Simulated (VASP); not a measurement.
Output of a VASP run:

**OSZICAR**
```
...
DAV:   9     0.481471256793E+01   -0.74111E+00   -0.52006E-01   754   0.106E+01    0.548E-01
DAV:  10     0.464632971544E+01   -0.16838E+00   -0.16318E-01   764   0.467E+00    0.175E-01
DAV:  11    -0.243164510327E+05   -0.24321E+05   -0.23066E+05   911   0.791E+04    0.932E+00
DAV:  12     0.675539901705E+01    0.24323E+05   -0.26902E+03   819   0.106E+02    0.663E-01
DAV:  13     0.475644681813E+01   -0.19990E+01   -0.10751E+01   779   0.608E+00    0.122E-01
DAV:  14     0.467309802206E+01   -0.83349E-01   -0.78847E-01   867   0.226E+00    0.114E-01
DAV:  15     0.465668469081E+01   -0.16413E-01   -0.94647E-02   875   0.940E-01    0.883E-02
DAV:  16     0.464206790803E+01   -0.14617E-01   -0.49599E-03   794   0.543E-01    0.661E-02
DAV:  17     0.464133440326E+01   -0.73350E-03   -0.42740E-04   854   0.187E-01    0.505E-02
DAV:  18     0.464053085614E+01   -0.80355E-03   -0.19428E-04   839   0.114E-01    0.429E-02
DAV:  19     0.463998421500E+01   -0.54664E-03   -0.22695E-04   814   0.128E-01    0.388E-02
DAV:  20     0.463999378893E+01    0.95739E-05   -0.19702E-05   908   0.738E-02    0.360E-02
DAV:  21     0.463999782401E+01    0.40351E-05   -0.82043E-06   954   0.493E-02    0.328E-02
DAV:  22     0.464000099888E+01    0.31749E-05   -0.13083E-05   851   0.565E-02    0.290E-02
DAV:  23     0.464002447719E+01    0.23478E-04   -0.13192E-05   844   0.511E-02    0.261E-02
DAV:  24     0.464002444513E+01   -0.32056E-07   -0.20227E-06   941   0.155E-02    0.252E-02
DAV:  25     0.464002335736E+01   -0.10878E-05   -0.19714E-07   774   0.642E-03    0.250E-02
DAV:  26     0.464006573841E+01    0.42381E-04   -0.60370E-06   804   0.250E-02    0.261E-02
DAV:  27     0.464009482906E+01    0.29091E-04   -0.25207E-06   948   0.220E-02    0.273E-02
DAV:  28     0.464013127851E+01    0.36449E-04   -0.16343E-06   804   0.913E-03    0.271E-02
DAV:  29     0.464016346430E+01    0.32186E-04   -0.11406E-06   899   0.998E-03    0.264E-02
DAV:  30     0.464018896014E+01    0.25496E-04   -0.86320E-07   874   0.122E-02    0.260E-02
DAV:  31     0.464020084026E+01    0.11880E-04   -0.12743E-07   797   0.447E-03    0.260E-02
DAV:  32     0.464020447063E+01    0.36304E-05   -0.20070E-08   397   0.195E-03    0.259E-02
DAV:  33     0.464020350941E+01   -0.96122E-06   -0.97134E-09   377   0.131E-03    0.259E-02
DAV:  34     0.464020246644E+01   -0.10430E-05   -0.66425E-09   377   0.114E-03    0.259E-02
DAV:  35     0.464020229190E+01   -0.17454E-06   -0.17193E-09   377   0.523E-04    0.259E-02
DAV:  36     0.464020205458E+01   -0.23732E-06   -0.33920E-10   377   0.324E-04    0.258E-02
DAV:  37     0.464020174029E+01   -0.31428E-06   -0.59838E-11   377   0.140E-04    0.258E-02
DAV:  38     0.464019397722E+01   -0.77631E-05   -0.31792E-08   517   0.123E-03    0.254E-02
DAV:  39     0.464015803658E+01   -0.35941E-04   -0.90179E-07   844   0.603E-03    0.234E-02
DAV:  40     0.464012632318E+01   -0.31713E-04   -0.92921E-07   899   0.630E-03    0.213E-02
DAV:  41     0.464005953205E+01   -0.66791E-04   -0.52043E-06   839   0.139E-02    0.164E-02
DAV:  42     0.464000121739E+01   -0.58315E-04   -0.74884E-06   889   0.164E-02    0.104E-02
DAV:  43     0.463997141147E+01   -0.29806E-04   -0.48854E-06   874   0.136E-02    0.560E-03
DAV:  44     0.463996089173E+01   -0.10520E-04   -0.21060E-06   894   0.901E-03    0.262E-03
DAV:  45     0.463995788021E+01   -0.30115E-05   -0.69406E-07   894   0.519E-03    0.109E-03
DAV:  46     0.463995716340E+01   -0.71681E-06   -0.24848E-07   884   0.340E-03    0.287E-04
DAV:  47     0.463995711049E+01   -0.52908E-07   -0.26785E-08   552   0.134E-03
   1 F= 0.46399571E+01 E0= 0.46399582E+01  d E =-.225452E-05
```

File OUTCAR:
```
------------------------ aborting loop because EDIFF is reached ----------------------------------------
  FORCE on cell =-STRESS in cart. coord.  units (eV):
  Direction    XX          YY          ZZ          XY          YZ          ZX
  --------------------------------------------------------------------------------------
  Total       -1.0354043     -1.0354043     -1.0354043      0.0000000      0.0000000     -0.0000000
  in kB      -34.3308252    -34.3308252    -34.3308252      0.0000000      0.0000000     -0.0000000
  external PRESSURE =     -34.3308252 kB  Pullay stress =       0.0000000 kB
  volume of cell :       48.32
      direct lattice vectors                 reciprocal lattice vectors
     0.000000000  2.890915758  2.890915758    -0.172955576  0.172955576  0.172955576
     2.890915758  0.000000000  2.890915758     0.172955576 -0.172955576  0.172955576
     2.890915758  2.890915758  0.000000000     0.172955576  0.172955576 -0.172955576
  FREE ENERGIE OF THE ION-ELECTRON SYSTEM (eV)
  ---------------------------------------------------
  free  energy   TOTEN  =         4.6399571105 eV

  energy  without entropy=        4.6399593650  energy(sigma->0) =        4.63995824
```
(Selected blocks of OUTCAR.)

**POSCAR**
```
GaAs
1
    0.0000000000     2.8909157580     2.8909157580
    2.8909157580     0.0000000000     2.8909157580
    2.8909157580     2.8909157580     0.0000000000
Ga As
1 1
Direct
  0.0000000000   0.0000000000   0.0000000000
  0.2500000000   0.2500000000   0.2500000000
```

Problem. Reconstruct the remaining input files.

Solution. One answer among several that fit: the input of the run itself, revTPSS meta-GGA, plane waves, VASP's PBE PAW potentials (set 64).

**KPOINTS**
```
K-points
0
G
8 8 8
0 0 0
```

### INCAR
```
SYSTEM = GaAs
PREC = Accurate; ENCUT = 520; LREAL = .FALSE.
LASPH = .TRUE.
EDIFF = 1E-7; NELM = 100; ALGO = Normal
LMAXMIX = 4; LMIXTAU = .TRUE.
ISMEAR = 0; SIGMA = 0.05
METAGGA = RTPSS
ISIF = 2
LWAVE = .FALSE.; LCHARG = .FALSE.
```

POTCAR, in this order: Ga_d As (PBE.64 set). Program: vasp_std.

The compound is GaAs in the zinc blende structure. This cell is one point of a volume scan, at 1.06 of the reference volume.
